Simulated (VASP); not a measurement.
Wanted: the native input for a VASP 6.6.1 run.

```yaml
Task: relaxation of cell and atoms
Functional: PBE
Potentials_or_basis: VASP PAW PBE potentials, release 64 (Ga_d, Ge_d, O)
Cutoff: 520 eV
k_mesh: 12 × 12 × 4
Occupations: gaussian, width 0.1 eV
Spin: no spin polarisation
Further_INCAR_settings: ALGO = Normal; EDIFF = 1e-07; IBRION = 2; POTIM = 0.3; EDIFFG = -0.005; NSW = 60; ISIF = 3
```

The structure of Ga2Ge2O3 lies in POSCAR:

```
Ga2Ge2O3                                
1.0
    3.0182224802      0.0000000000     -0.0000000000
   -1.5091112401      2.6138573437     -0.0000000000
   -0.0000000000     -0.0000000000     13.8624624066
  Ga              Ge              O             
     2     2     3
Direct
     0.3333333300000021    0.6666666699999979    0.1022136769059314
     0.6666666699999979    0.3333333300000021    0.8977863230940686
     0.6666666699999979    0.3333333300000021    0.4183063623922944
     0.3333333300000021    0.6666666699999979    0.5816936376077055
     0.6666666699999979    0.3333333300000021    0.1567761446545028
     0.3333333300000021    0.6666666699999979    0.8432238553454973
     0.0000000000000000    0.0000000000000000    0.0000000000000000
```

The cell was built by a generator and needn't be a form met in nature.

The input as run:

INCAR

```
SYSTEM = Ga2Ge2O3
PREC     = Accurate       ! precision mode
ENCUT    = 520            ! plane-wave cutoff, eV
EDIFF    = 1E-7           ! SCF threshold, eV
ISMEAR   = 0              ! smearing method
SIGMA    = 0.1            ! smearing width, eV
LREAL    = .FALSE.        ! projectors in reciprocal space
LASPH    = .TRUE.         ! aspherical terms in the spheres
NELM     = 120            ! most SCF steps
ALGO     = Normal         ! electronic algorithm
ISIF     = 3              ! what is computed and relaxed
LWAVE    = .FALSE.        ! write WAVECAR
LCHARG   = .FALSE.        ! write CHGCAR
GGA      = PE             ! functional
IBRION   = 2              ! ionic algorithm
NSW      = 60             ! ionic steps
EDIFFG   = -0.005         ! ionic threshold
POTIM    = 0.3            ! step
KPAR     = 4
```

KPOINTS

```
Automatic mesh
0
G
  12 12 4
  0 0 0
```

Potentials or basis: VASP PAW PBE potentials, release 64 (Ga_d, Ge_d, O).

Run with:

```bash
$ cat potpaw_PBE.64/Ga_d/POTCAR potpaw_PBE.64/Ge_d/POTCAR potpaw_PBE.64/O/POTCAR > POTCAR
$ mpirun -np 4 vasp_std > vasp.out
```

It gave:

The relaxed volume is 16.08 Å³/atom and the relaxed cell is a = 3.018 Å, b = 3.018 Å, c = 14.272 Å, α = 90.00°, β = 90.00°, γ = 120.00°. The space group after relaxing (to 0.05 Å) is P-3m1 (No. 164), the energy gained by relaxing is 0.6 meV/atom and the ionic steps are 22. The pressure after relaxing is 0.0 GPa. The band gap on the k mesh is none (metal or under the smearing width).

Run time: 13 min on 4 MPI ranks on Intel(R) Xeon(R) 6975P-C (Granite Rapids), on a shared host, peak memory 0.43 GiB a rank.
